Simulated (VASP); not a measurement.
Ge3Pd in VASP: convergence with k mesh

Input of the first run (k mesh 2 × 2 × 2); the others differ in this setting and in those tied to it:

The input INCAR:

```
SYSTEM = Ge3Pd
  PREC = Accurate
  ENCUT = 520
  EDIFF = 1E-7
  ISMEAR = 0
  SIGMA = 0.02
  LREAL = .FALSE.
  LASPH = .TRUE.
  NELM = 80
  ALGO = Normal
  ISIF = 2
  LWAVE = .FALSE.
  LCHARG = .FALSE.
  GGA = PE
```

Contents of KPOINTS:

```
regular mesh
0
G
  2 2 2
  0 0 0
```

File POSCAR:

```
Ge3Pd
1.0
    4.1420230000      0.0000000000      0.0000000000
    0.0000000000      4.1420230000      0.0000000000
    0.0000000000      0.0000000000      4.1420230000
Pd Ge
1 3
Direct
    0.0000000000      0.0000000000      0.0000000000
    0.5000000000      0.5000000000      0.0000000000
    0.5000000000      0.0000000000      0.5000000000
    0.0000000000      0.5000000000      0.5000000000
```

Potentials or basis: VASP PAW PBE potentials, release 64 (Pd, Ge_d).

Command:

```bash
$ cat potpaw_PBE.64/Pd/POTCAR potpaw_PBE.64/Ge_d/POTCAR > POTCAR
$ mpirun -np 1 vasp_std > vasp.out
```

The cell comes from a database or a generator and needn't be the stable form of this composition.

Hardware: 1 thread of Intel(R) Xeon(R) Platinum 8488C (Sapphire Rapids), on a shared host.

**Question.** The values tried are 2 × 2 × 2, 3 × 3 × 3, 4 × 4 × 4, 5 × 5 × 5, 6 × 6 × 6, 7 × 7 × 7, 9 × 9 × 9, 11 × 11 × 11, loosest first. From which on does the energy stay within 1 meV/atom of the tightest run that finished?

**Answer.** From 9 × 9 × 9 on.

```csv
k mesh,"energy less the tightest run, at zero smearing (meV/atom)",pressure (GPa),SCF cycles,CPU time (s),peak memory (GiB)
2 × 2 × 2,617.56,2.49,17,20,0.17
3 × 3 × 3,-14.36,1.06,14,17,0.17
4 × 4 × 4,30.70,-0.19,16,16,0.18
5 × 5 × 5,-6.72,-0.27,14,36,0.18
6 × 6 × 6,7.44,0.54,15,48,0.19
7 × 7 × 7,1.30,-0.07,15,61,0.19
9 × 9 × 9,0.17,0.16,14,81,0.21
11 × 11 × 11,0.00,0.04,13,98,0.24
```

Not settled before the last step: the pressure (to 0.1 GPa). Meshes of other sizes hit other points, so gaps and Fermi surfaces needn't settle smoothly. The tightest run that finished is the yardstick and may itself not be fully converged.
